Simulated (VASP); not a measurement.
# YTe2 in VASP: notebook, part 2 of 2

VASP 6.6.1. Earlier steps stand in the parts before.

### Step 4. Relaxation of the atoms, rev-vdW-DF2

Input file INCAR:

```
PREC     = Accurate       # precision mode
ENCUT    = 520            # plane-wave cutoff, eV
EDIFF    = 1E-7           # SCF threshold, eV
ISMEAR   = -1             # smearing method
SIGMA    = 0.05           # smearing width, eV
LREAL    = F              # projectors in reciprocal space
LASPH    = T              # aspherical terms in the spheres
NELM     = 60             # most SCF steps
ALGO     = Normal         # electronic algorithm
ISIF     = 2              # what is computed and relaxed
LWAVE    = F              # write WAVECAR
LCHARG   = F              # write CHGCAR
LDIPOL   = T            
IDIPOL   = 3            
DIPOL    = 0.5 0.5 0.283
GGA      = MK             # functional
LUSE_VDW = T            
AGGAC    = 0.0          
PARAM1   = 0.1234       
PARAM2   = 0.711357     
ZAB_VDW  = -1.8867      
IBRION   = 2              # ionic algorithm
NSW      = 40             # ionic steps
EDIFFG   = -0.01          # ionic threshold
```

Input file KPOINTS:

```
regular mesh
0
Gamma
  8 8 1
```

Input file POSCAR:

```
YTe2
1.0
    3.2892500000      0.0000000000      0.0000000000
    0.0000000000      3.2892500000      0.0000000000
    0.0000000000      0.0000000000     37.0593500000
Y Te
1 2
Selective dynamics
Direct
    0.0000000000      0.0000000000      0.2833300000  F F F
    0.0000000000      0.0000000000      0.3643800000  T T T
    0.0000000000      0.0000000000      0.2022700000  T T T
```

Potentials or basis: VASP PAW PBE potentials, release 64 (Y_sv, Te).

The run is started by

```
$ cat potpaw_PBE.64/Y_sv/POTCAR potpaw_PBE.64/Te/POTCAR > POTCAR
$ mpirun -np 1 vasp_std > vasp.out
```

OUTCAR:

```text
PREC = Accurate
   ENCUT = 520
   EDIFF = 1E-7
   ISMEAR = -1
   LREAL = F
   LASPH = T
   NELM = 60
   ISIF = 2
   GGA = MK
   IBRION = 2
   NSW = 40
   EDIFFG = -0.01

 ion  position               nearest neighbor table
   1  0.000  0.000  0.283-   2 3.00   3 3.00
   2  0.000  0.000  0.364-   1 3.00
   3  0.000  0.000  0.202-   1 3.00

  LATTYP: Found a simple tetragonal cell.
 ALAT       =     3.2892500000
 C/A-ratio  =    11.2668085430

  Lattice vectors:

 A1 = (   3.2892500000,   0.0000000000,   0.0000000000)
 A2 = (   0.0000000000,   3.2892500000,   0.0000000000)
 A3 = (   0.0000000000,   0.0000000000,  37.0593500000)

Analysis of symmetry for initial positions (statically):
=====================================================================
 Subroutine PRICEL returns:
 Original cell was already a primitive cell.

 Routine SETGRP: Setting up the symmetry group for a
 simple tetragonal supercell.

 Subroutine GETGRP returns: Found  8 space group operations
 (whereof  8 operations were pure point group operations)
 out of a pool of 16 trial point group operations.

The static configuration has the point symmetry C_4v.

Analysis of symmetry for dynamics (positions and initial velocities):
=====================================================================
 Subroutine PRICEL returns:
 Original cell was already a primitive cell.

 Routine SETGRP: Setting up the symmetry group for a
 simple tetragonal supercell.

 Subroutine GETGRP returns: Found  8 space group operations
 (whereof  8 operations were pure point group operations)
 out of a pool of 16 trial point group operations.

The dynamic configuration has the point symmetry C_4v.

Analysis of constrained symmetry for selective dynamics:
=====================================================================
[... 163 lines left out ...]
  external PRESSURE =      -1.5816872 kB  Pullay stress =       0.0000000 kB
[... 67 lines left out ...]
 number of electron      22.9999998 magnetization

------------------------ aborting loop because EDIFF is reached ----------------------------------------

 vacuum level on the upper side and lower side of the slab       (xc-potential included)         0.004         0.004

  FORCE on cell =-STRESS in cart. coord.  units (eV):
  Direction    XX          YY          ZZ          XY          YZ          ZX
  --------------------------------------------------------------------------------------
  -------------------------------------------------------------------------------------
  Total       -0.8628655     -0.8628655      0.1037030      0.0000000      0.0000000     -0.0000000
  in kB       -3.4479594     -3.4479594      0.4143909      0.0000000      0.0000000     -0.0000000
  external PRESSURE =      -2.1605093 kB  Pullay stress =       0.0000000 kB
[... 22 lines left out ...]
  energy  without entropy=       -7.2768349184  energy(sigma->0) =       -7.29160283

Total vdW correction in eV:      4.2333939

 dipolmoment           0.000000      0.000000      0.000033 electrons x Angstroem

--------------------------------------- Ionic step        4  -------------------------------------------

 number of electron      22.9999998 magnetization

 dipolmoment           0.000000      0.000000     -0.000008 electrons x Angstroem

 Free energy of the ion-electron system (eV)
  ---------------------------------------------------
  ext. energy  EPLUGINS =         0.00000000
  ---------------------------------------------------
  free energy    TOTEN  =        -7.30645282 eV

  energy without entropy =       -7.27687636  energy(sigma->0) =       -7.29166459

 E-fermi :  -2.5167     XC(G=0):  -2.8009

 val. band max:       -2.5571486824   @ k =   0.1250   0.0000   0.0000
 cond. band min:      -2.5044851853   @ k =   0.3750   0.2500   0.0000
 fundamental gap:      0.0526634970
 Fermi energy:        -2.5166733030

 k-point     1 :       0.0000    0.0000    0.0000
  band No.  band energies     occupation
      1     -45.3425      2.00000
      2     -25.3979      2.00000
      3     -25.0299      2.00000
      4     -25.0299      2.00000
      5     -14.8120      2.00000
      6     -14.7005      2.00000
      7      -6.7227      2.00000
      8      -5.6543      2.00000
      9      -4.4526      2.00000
     10      -2.7271      1.97073
     11      -1.1142      0.00000
     12      -1.1142      0.00000
     13      -0.8804      0.00000
     14      -0.8804      0.00000
[... 241 lines left out ...]
      4     -25.2468      2.00000
      5     -11.8214      2.00000
      6     -11.6942      2.00000
      7      -5.9912      2.00000
      8      -5.9912      2.00000
      9      -5.8730      2.00000
     10      -5.8730      2.00000
     11      -3.7480      2.00000
     12      -3.6868      2.00000
     13      -2.7126      1.96103
     14      -1.2228      0.00000
     15      -1.2228      0.00000

------------------------ aborting loop because EDIFF is reached ----------------------------------------

 vacuum level on the upper side and lower side of the slab       (xc-potential included)        -0.011        -0.012

  FORCE on cell =-STRESS in cart. coord.  units (eV):
  Direction    XX          YY          ZZ          XY          YZ          ZX
  --------------------------------------------------------------------------------------
  -------------------------------------------------------------------------------------
  Total       -0.8747866     -0.8747866     -0.0022926      0.0000000      0.0000000      0.0000000
  in kB       -3.4955951     -3.4955951     -0.0091613      0.0000000      0.0000000      0.0000000
  external PRESSURE =      -2.3334505 kB  Pullay stress =       0.0000000 kB
[... 22 lines left out ...]
  energy  without entropy=       -7.2768763639  energy(sigma->0) =       -7.29166459

Total vdW correction in eV:      4.2350235

 reached required accuracy - stopping structural energy minimisation

 vacuum level on the upper side and lower side of the slab         2.469         2.471
```

Run time: 13 min. Hardware: 1 thread of Intel Xeon 6975P-C (Granite Rapids), shared host; peak memory 1.2 GiB.

What came out:

```
Free energy               : -7.3065 eV
Energy gained by relaxing : 0.5 meV/atom
Ionic steps               : 4
Band gap on the k mesh    : none (metal or under the smearing width)
```

The path:
| step | energy change (eV) | largest force (eV/Å) | pressure (GPa) |
| --- | --- | --- | --- |
| 1 | 0.0000 | 0.0768 | -0.16 |
| 2 | -0.0005 | 0.0619 | -0.17 |
| 3 | -0.0014 | 0.0183 | -0.22 |
| 4 | -0.0014 | 0.0006 | -0.23 |

Final structure:
```
CELL_PARAMETERS angstrom
3.28925 0.00000 0.00000
0.00000 3.28925 0.00000
0.00000 0.00000 37.05935
ATOMIC_POSITIONS crystal
Y 0.00000 0.00000 0.28333
Te 0.00000 0.00000 0.36491
Te 0.00000 0.00000 0.20175
```

Levels at points of the mesh, in eV from the Fermi level:
| k point | band 8 | band 9 | band 10 | band 11 | band 12 | band 13 | band 14 | band 15 |
| --- | --- | --- | --- | --- | --- | --- | --- | --- |
| (0.00, 0.00, 0.00) | -3.14 | -1.94 | -0.21 | 1.40 | 1.40 | 1.64 | 1.64 | 2.94 |
| (0.50, 0.00, 0.00) | -4.73 | -2.48 | -1.58 | -0.19 | 0.23 | 1.38 | 2.47 | 2.79 |
| (0.50, 0.50, 0.00) | -3.47 | -3.36 | -3.36 | -1.23 | -1.17 | -0.20 | 1.29 | 1.29 |

Caveat: the PAW data sets were made with another functional, which shifts forces and pressure a little. Spin-orbit coupling is left out, which matters for the levels of Te.

### Step 5. Summary

```tsv
level	gap on the mesh (eV)
optB88-vdW	none
vdW-DF-cx	none
rev-vdW-DF2	none
```

Alike in all rows: task relaxation of the atoms; potentials or basis VASP PAW PBE potentials, release 64 (Y_sv, Te); no spin polarisation; cell atoms relaxed; k mesh 8 × 8 × 1; cutoff (eV) 520; smearing fermi-dirac 0.05 eV.

Caveats: the PAW data sets were made with another functional, which shifts forces and pressure a little.

Absolute energies hang on the potentials; compare differences alone.
